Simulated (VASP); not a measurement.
Input of a VASP 6.6.1 run:

File POSCAR:

```
CaMg
1.0
    5.6955641031      0.0000000000      0.0000000000
    0.0000000000      3.8616240000      0.0000000000
    0.0000000000      0.0000000000     14.8477820516
Ca Mg
2 2
Direct
    0.0000000000      0.5000000000      0.4041007592
    0.5000000000      0.5000000000      0.5958992408
    0.5000000000      0.0000000000      0.4041007592
    0.0000000000      0.0000000000      0.5958992408
```

File INCAR.step1:

```
SYSTEM = CaMg
PREC     = Accurate       ! precision mode
ENCUT    = 520            ! plane-wave cutoff, eV
ISMEAR   = 0              ! smearing method
SIGMA    = 0.1            ! smearing width, eV
LREAL    = .FALSE.        ! projectors in reciprocal space
LASPH    = .TRUE.         ! aspherical terms in the spheres
NELM     = 100            ! most SCF steps
LDIPOL   = .TRUE.       
IDIPOL   = 3            
DIPOL    = 0.5 0.5 0.500
EFIELD   = -0.1         
NBANDS   = 20             ! bands
GGA      = PE             ! functional
ALGO     = Normal         ! electronic algorithm
EDIFF    = 1E-4           ! SCF threshold, eV
LWAVE    = .TRUE.         ! write WAVECAR
LCHARG   = .FALSE.        ! write CHGCAR
```

Contents of INCAR.step2:

```
SYSTEM = CaMg
PREC     = Accurate       ! precision mode
ENCUT    = 520            ! plane-wave cutoff, eV
EDIFF    = 1E-7           ! SCF threshold, eV
ISMEAR   = 0              ! smearing method
SIGMA    = 0.1            ! smearing width, eV
LREAL    = .FALSE.        ! projectors in reciprocal space
LASPH    = .TRUE.         ! aspherical terms in the spheres
NELM     = 100            ! most SCF steps
ALGO     = Normal         ! electronic algorithm
ISIF     = 2              ! what is computed and relaxed
LWAVE    = .FALSE.        ! write WAVECAR
LCHARG   = .FALSE.        ! write CHGCAR
LDIPOL   = .TRUE.       
IDIPOL   = 3            
DIPOL    = 0.5 0.5 0.500
METAGGA  = R2SCAN         ! meta-GGA
LMIXTAU  = .TRUE.       
EFIELD   = -0.1         
NBANDS   = 20             ! bands
ISTART   = 1
```

File KPOINTS:

```
regular mesh
0
G
  3 5 1
  0 0 0
```

Potentials or basis: VASP PAW PBE potentials, release 64 (Ca_sv, Mg).

Command:

```bash
$ cat potpaw_PBE.64/Ca_sv/POTCAR potpaw_PBE.64/Mg/POTCAR > POTCAR
$ cp INCAR.step1 INCAR
$ mpirun -np 1 vasp_std > vasp.out
$ cp INCAR.step2 INCAR
$ mpirun -np 1 vasp_std > vasp.out
```

Question: Predict the band gap on the k mesh.

Answer: None (metal or under the smearing width).

Question: Estimate the largest force.

Answer: 0.234 eV/Å.

Forces on the atoms (eV/Å):
```
Ca   0.000  0.000  0.190
Ca   0.000  0.000 -0.181
Mg   0.000  0.000  0.226
Mg   0.000  0.000 -0.234
```

Caveat: the k mesh is coarse (spacing up to 0.37 Å⁻¹), so the values aren't converged; the PAW data sets were made with another functional, which shifts forces and pressure a little.
